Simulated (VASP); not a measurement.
Level of theory: G0W0 on PBE orbitals, VASP's PBE PAW potentials (set 64) (plane waves; VASP 6.6.1).

A VASP calculation is set up with these files.

KPOINTS:
```
Automatic mesh
0
Gamma
4 4 2
0 0 0
```

POSCAR:
```
CdSe
1.0
  2.1500000000  -3.7239090000   0.0000000000
  2.1500000000   3.7239090000   0.0000000000
  0.0000000000   0.0000000000   7.0100000000
Cd Se
2 2
direct
  0.6666670000   0.3333330000   0.5000000000
  0.3333330000   0.6666670000   0.0000000000
  0.6666670000   0.3333330000   0.8760000000
  0.3333330000   0.6666670000   0.3760000000
```

**INCAR**
```
ENCUTGW = 150
SYSTEM = CdSe
SIGMA = 0.01   # width (eV)
PREC = Normal
NELMGW = 1
LSPECTRALGW = .TRUE.
NBANDSGW = 34
GGA = PE
LREAL = .FALSE.   # projection in real space or not
ISMEAR = 0   # Gaussian
NOMEGA = 64
NBANDS = 128
LWAVE = .FALSE.
ENCUT = 500   # plane-wave cut-off (eV)
LCHARG = .FALSE.
LASPH = .TRUE.   # aspherical one-centre terms
ALGO = EVGW0
```

POTCAR, in this order: Cd_sv_GW Se_GW (PBE.64 set). Program: vasp_std. Read from the step before: WAVECAR, WAVEDER.

The run wrote:

### OSZICAR
```
energies w=
    0.000    0.000    1.063    0.000    2.123    0.000    3.179    0.000
    4.229    0.000    5.271    0.000    6.303    0.000    7.325    0.000
    8.335    0.000    9.333    0.000   10.317    0.000   11.289    0.000
   12.248    0.000   13.195    0.000   14.130    0.000   15.054    0.000
   15.968    0.000   16.873    0.000   17.770    0.000   18.661    0.000
   19.547    0.000   20.430    0.000   21.311    0.000   22.192    0.000
   23.074    0.000   23.960    0.000   24.852    0.000   25.752    0.000
   26.661    0.000   27.583    0.000   28.520    0.000   29.475    0.000
   30.450    0.000   31.449    0.000   32.475    0.000   33.533    0.000
   34.627    0.000   35.761    0.000   36.940    0.000   38.172    0.000
   39.462    0.000   40.818    0.000   42.249    0.000   43.766    0.000
   45.380    0.000   47.105    0.000   48.957    0.000   50.956    0.000
   53.123    0.000   55.486    0.000   58.078    0.000   60.938    0.000
   64.118    0.000   67.678    0.000   71.696    0.000   76.272    0.000
   81.537    0.000   87.664    0.000   94.885    0.000  103.526    0.000
  114.051    0.000  127.147    0.000  143.876    0.000  165.975    0.000
NQ=   1    0.0000    0.0000    0.0000,
 performed        239000 updates of chi_q(r,r)
NQ=   2    0.2500    0.0000    0.0000,
 performed        635000 updates of chi_q(r,r)
NQ=   3    0.5000    0.0000    0.0000,
 performed        978000 updates of chi_q(r,r)
NQ=   4    0.2500    0.2500    0.0000,
 performed       1426000 updates of chi_q(r,r)
NQ=   5    0.0000    0.0000    0.5000,
 performed       1665000 updates of chi_q(r,r)
NQ=   6    0.2500    0.0000    0.5000,
 performed       2061000 updates of chi_q(r,r)
NQ=   7    0.5000    0.0000    0.5000,
 performed       2404000 updates of chi_q(r,r)
NQ=   8    0.2500    0.2500    0.5000,
 performed       2852000 updates of chi_q(r,r)
 resolving degeneracies of screened two electron integrals
```

File OUTCAR:
```


 k-point   1 :       0.0000    0.0000    0.0000
  band No.  KS-energies  QP-energies   sigma(KS)   V_xc(KS)     V^pw_x(r,r')   Z            occupation Imag(sigma)

      1     -99.3291    -105.0970     -40.8685     -32.0296     -55.4566       0.6525       2.0000       3.8074
      2     -99.3291    -105.0970     -40.8685     -32.0296     -55.4566       0.6525       2.0000       3.8074
      3     -60.3986     -65.2129     -36.6025     -31.0019     -48.9960       0.8596       2.0000       7.7843
      4     -60.3986     -65.2129     -36.6025     -31.0019     -48.9960       0.8596       2.0000       7.7843
      5     -60.3986     -65.2129     -36.6025     -31.0019     -48.9960       0.8596       2.0000       7.7843
      6     -60.3986     -65.2129     -36.6025     -31.0019     -48.9960       0.8596       2.0000       7.7843
      7     -60.3986     -65.2129     -36.6025     -31.0019     -48.9960       0.8596       2.0000       7.7843
      8     -60.3986     -65.2129     -36.6025     -31.0019     -48.9960       0.8596       2.0000       7.7843
      9     -10.2656     -10.9450     -13.4648     -12.5132     -19.8491       0.7140       2.0000       1.8253
     10      -9.8827     -10.5360     -14.2803     -13.3678     -20.5835       0.7159       2.0000       1.7043
     11      -5.6035      -6.8308     -25.8878     -24.2217     -31.9637       0.7367       2.0000       0.7650
     12      -5.5974      -6.8237     -25.8957     -24.2307     -31.9728       0.7365       2.0000       0.7671
     13      -5.5974      -6.8237     -25.8957     -24.2307     -31.9728       0.7365       2.0000       0.7671
     14      -5.5292      -6.7576     -26.1028     -24.4380     -32.1793       0.7378       2.0000       0.7540
     15      -5.5292      -6.7576     -26.1028     -24.4380     -32.1793       0.7378       2.0000       0.7540
     16      -5.2654      -6.5013     -26.8719     -25.1995     -32.9357       0.7390       2.0000       0.6866
     17      -5.2654      -6.5013     -26.8719     -25.1995     -32.9357       0.7390       2.0000       0.6866
     18      -5.2024      -6.4377     -27.0767     -25.4140     -33.1694       0.7430       2.0000       0.6868
     19      -5.2024      -6.4377     -27.0767     -25.4140     -33.1694       0.7430       2.0000       0.6868
     20      -4.9294      -6.0990     -26.5248     -24.9504     -32.5421       0.7428       2.0000       0.7201
     21      -2.0539      -2.8984     -11.8974     -10.8019     -14.7508       0.7709       2.0000       0.6928
     22       1.5734       1.0552     -13.7810     -13.1144     -15.9612       0.7772       2.0000       0.3786
     23       1.5734       1.0552     -13.7810     -13.1144     -15.9612       0.7772       2.0000       0.3786
     24       2.2949       1.8831     -14.3244     -13.7967     -16.3643       0.7805       2.0000       0.3374
     25       2.3414       1.9331     -14.4723     -13.9490     -16.5283       0.7802       2.0000       0.3362
     26       2.3414       1.9331     -14.4723     -13.9490     -16.5283       0.7802       2.0000       0.3362
     27       2.9969       3.6065      -9.7446     -10.4967      -6.7344       0.8106       0.0000      -0.2756
     28       4.5279       5.2125      -9.7287     -10.5730      -6.4702       0.8109       0.0000      -0.3205
     29       8.1983       8.9121      -9.0838      -9.9678      -5.4527       0.8074       0.0000      -0.4287
     30       8.1983       8.9121      -9.0838      -9.9678      -5.4527       0.8074       0.0000      -0.4287
     31       8.4897       9.2337      -9.0666      -9.9895      -5.3479       0.8062       0.0000      -0.4438
     32       9.3577      10.1607      -9.2295     -10.2287      -5.3750       0.8037       0.0000      -0.4935
     33       9.3577      10.1607      -9.2295     -10.2287      -5.3750       0.8037       0.0000      -0.4935
     34      10.0508      10.6950      -8.7023      -9.5089      -4.5825       0.7987       0.0000      -0.6287

 k-point   2 :       0.2500    0.0000    0.0000
  band No.  KS-energies  QP-energies   sigma(KS)   V_xc(KS)     V^pw_x(r,r')   Z            occupation Imag(sigma)

      1     -99.3290    -105.1837     -40.8685     -32.0295     -55.4564       0.6624       2.0000       3.8072
      2     -99.3290    -105.1837     -40.8685     -32.0295     -55.4564       0.6624       2.0000       3.8072
      3     -60.3984     -65.2422     -36.6038     -31.0017     -48.9954       0.8647       2.0000       7.7838
      4     -60.3984     -65.2422     -36.6038     -31.0017     -48.9954       0.8647       2.0000       7.7838
      5     -60.3984     -65.2422     -36.6038     -31.0017     -48.9954       0.8647       2.0000       7.7838
      6     -60.3984     -65.2422     -36.6038     -31.0017     -48.9954       0.8647       2.0000       7.7838
      7     -60.3984     -65.2422     -36.6038     -31.0017     -48.9954       0.8647       2.0000       7.7838
      8     -60.3984     -65.2422     -36.6038     -31.0017     -48.9954       0.8647       2.0000       7.7838
      9     -10.0940     -10.7588     -13.7772     -12.8457     -20.1234       0.7137       2.0000       1.7742
     10      -9.8112     -10.4628     -14.4592     -13.5526     -20.7525       0.7187       2.0000       1.6814
     11      -5.5541      -6.7811     -26.0008     -24.3374     -32.0772       0.7377       2.0000       0.7592
     12      -5.5433      -6.7690     -26.0501     -24.3879     -32.1323       0.7374       2.0000       0.7593
     13      -5.4678      -6.6964     -25.9235     -24.2642     -31.9609       0.7404       2.0000       0.7548
     14      -5.4468      -6.6744     -26.3812     -24.7233     -32.4791       0.7404       2.0000       0.7449
     15      -5.4264      -6.6522     -25.9839     -24.3329     -32.0280       0.7424       2.0000       0.7555
     16      -5.2932      -6.5309     -26.7478     -25.0733     -32.8054       0.7391       2.0000       0.6927
     17      -5.2566      -6.4923     -26.8955     -25.2246     -32.9665       0.7396       2.0000       0.6885
     18      -5.2400      -6.4748     -26.8567     -25.1901     -32.9276       0.7409       2.0000       0.6936
     19      -5.1904      -6.4268     -27.1055     -25.4430     -33.1995       0.7437       2.0000       0.6850
     20      -4.8324      -5.9838     -26.4889     -24.9418     -32.4861       0.7442       2.0000       0.7197
     21      -1.7474      -2.5235     -12.3297     -11.3223     -15.0848       0.7703       2.0000       0.6463
     22      -0.1794      -0.8645     -12.7209     -11.8383     -15.0861       0.7762       2.0000       0.4811
     23       0.1986      -0.3637     -13.5053     -12.7815     -15.7174       0.7768       2.0000       0.4351
     24       0.9696       0.3765     -13.1963     -12.4308     -15.4505       0.7748       2.0000       0.4139
     25       1.8240       1.3479     -13.8705     -13.2581     -15.9547       0.7774       2.0000       0.3585
     26       1.9527       1.4910     -14.0998     -13.5058     -16.2067       0.7772       2.0000       0.3558
     27       4.9277       5.6238     -10.2867     -11.1536      -7.2174       0.8028       0.0000      -0.3154
     28       5.8098       6.5217      -9.7824     -10.6651      -6.4075       0.8064       0.0000      -0.3583
     29       7.4834       8.1102      -8.9557      -9.7337      -5.3755       0.8057       0.0000      -0.4244
     30       8.2468       8.9118      -8.9898      -9.8149      -5.3145       0.8060       0.0000      -0.4485
     31       8.7812       9.5346      -9.1602     -10.0958      -5.4092       0.8053       0.0000      -0.4634
     32       9.5000      10.0137      -8.5167      -9.1521      -4.7779       0.8085       0.0000      -0.5065
     33       9.7759      10.5768      -9.2229     -10.2200      -5.2575       0.8032       0.0000      -0.5366
     34      10.3084      10.9640      -8.8892      -9.7012      -4.9981       0.8073       0.0000      -0.5348

 k-point   3 :       0.5000    0.0000    0.0000
  band No.  KS-energies  QP-energies   sigma(KS)   V_xc(KS)     V^pw_x(r,r')   Z            occupation Imag(sigma)

      1     -99.3291    -105.1382     -40.8687     -32.0295     -55.4566       0.6572       2.0000       3.8071
      2     -99.3291    -105.1382     -40.8687     -32.0295     -55.4566       0.6572       2.0000       3.8071
      3     -60.3987     -65.1945     -36.6052     -31.0017     -48.9951       0.8559       2.0000       7.7842
      4     -60.3987     -65.1945     -36.6052     -31.0017     -48.9951       0.8559       2.0000       7.7842
      5     -60.3987     -65.1945     -36.6052     -31.0017     -48.9951       0.8559       2.0000       7.7842
      6     -60.3987     -65.1945     -36.6052     -31.0017     -48.9951       0.8559       2.0000       7.7842
      7     -60.3987     -65.1945     -36.6052     -31.0017     -48.9951       0.8559       2.0000       7.7842
      8     -60.3987     -65.1945     -36.6052     -31.0017     -48.9951       0.8559       2.0000       7.7842
      9      -9.8901     -10.5422     -14.2601     -13.3481     -20.5679       0.7150       2.0000       1.7061
     10      -9.7680     -10.4177     -14.5673     -13.6644     -20.8537       0.7196       2.0000       1.6679
     11      -5.5199      -6.7484     -26.0170     -24.3518     -32.0771       0.7378       2.0000       0.7531
     12      -5.5081      -6.7366     -26.1388     -24.4753     -32.2157       0.7385       2.0000       0.7508
     13      -5.3689      -6.5954     -26.6772     -25.0255     -32.7986       0.7425       2.0000       0.7354
     14      -5.3531      -6.5804     -26.6573     -25.0024     -32.7648       0.7416       2.0000       0.7300
     15      -5.3499      -6.5863     -26.4191     -24.7452     -32.4595       0.7386       2.0000       0.7120
     16      -5.2960      -6.5300     -26.6514     -24.9807     -32.7051       0.7386       2.0000       0.6995
     17      -5.2171      -6.4528     -27.0501     -25.3865     -33.1442       0.7428       2.0000       0.6897
     18      -5.1750      -6.4109     -27.1461     -25.4850     -33.2435       0.7440       2.0000       0.6835
     19      -4.9607      -6.1314     -26.4817     -24.9061     -32.4968       0.7430       2.0000       0.7239
     20      -4.8360      -5.9874     -26.1321     -24.5849     -32.0841       0.7442       2.0000       0.7274
     21      -1.8881      -2.6759     -12.5919     -11.5692     -15.4215       0.7703       2.0000       0.6579
     22      -1.3181      -2.0373     -12.8941     -11.9618     -15.5552       0.7715       2.0000       0.5897
     23      -0.3279      -1.0623     -12.2769     -11.3284     -14.7350       0.7742       2.0000       0.5141
     24       0.4743      -0.1791     -12.6880     -11.8423     -15.0233       0.7727       2.0000       0.4521
     25       1.0020       0.4080     -13.1345     -12.3707     -15.3061       0.7777       2.0000       0.3987
     26       1.5796       1.0643     -13.7367     -13.0736     -15.9127       0.7770       2.0000       0.3797
     27       5.5484       6.2983      -9.9172     -10.8497      -6.5700       0.8042       0.0000      -0.3504
     28       5.6645       6.2523      -9.4059     -10.1298      -6.1226       0.8119       0.0000      -0.3481
     29       7.1117       7.5851      -8.8763      -9.4618      -5.5728       0.8086       0.0000      -0.3882
...
```
(Selected blocks of OUTCAR.)

The mesh is coarse and the basis finite, so the quasiparticle values are not converged. VASP warned that its frequency grid is unfit for quasiparticle energies.

The compound is CdSe in the wurtzite structure. The cell was not relaxed at this level. The k-mesh is coarse (spacing up to 0.45 per Å, 2π included), so the numbers may not be converged in it.
